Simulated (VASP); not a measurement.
**Be7Hg: single point with PBE**

Be7Hg:

```xyz
8
Lattice="0.0000 3.4266 3.4266 3.4266 0.0000 3.4266 3.4266 3.4266 0.0000" Properties=species:S:1:pos:R:3 pbc="T T T"
Be    3.4266    3.4266    3.4266
Be    0.0000    1.7133    1.7133
Be    1.7133    3.4266    1.7133
Be    3.4266    1.7133    1.7133
Be    1.7133    0.0000    1.7133
Be    1.7133    1.7133    3.4266
Be    1.7133    1.7133    0.0000
Hg    0.0000    0.0000    0.0000
```

The cell was built by a generator and needn't be a form met in nature.

The cell isn't the ideal one: species swapped into the CuPt7 type (Fm-3m, No. 225).

```
Program                : VASP 6.6.1
Task                   : single point
Functional             : PBE
Potentials or basis    : VASP PAW PBE potentials, release 64 (Be, Hg)
Cutoff                 : 520 eV
k mesh                 : 10 × 10 × 10
Occupations            : gaussian, width 0.1 eV
Spin                   : no spin polarisation
Dipole correction      : no
Further INCAR settings : ALGO = Fast; EDIFF = 1e-06; NBANDS = 23
```

- Pressure: 0.4 GPa
- Band gap on the k mesh: none (metal or under the smearing width)

Levels at points of the mesh, in eV from the Fermi level:
```
           k point  band 9  band 10  band 11  band 12  band 13  band 14  band 15  band 16  band 17  band 18
(0.00, 0.00, 0.00)   -4.47    -4.47    -2.26    -2.26    -2.26    -1.69     0.53     0.53     0.53     2.78
(0.50, 0.00, 0.00)   -3.90    -3.84    -3.52    -2.96    -2.96     1.93     1.95     1.95     2.81     3.63
(0.50, 0.50, 0.00)   -5.67    -5.23    -4.40     1.14     1.14     1.38     1.38     2.92     3.59     4.21
```

Wall time 58 s on 1 thread of Intel(R) Xeon(R) Platinum 8488C (Sapphire Rapids), with other jobs on the host, peak memory 0.24 GiB.

The run has no spin-orbit coupling, so splittings on Hg are missing.
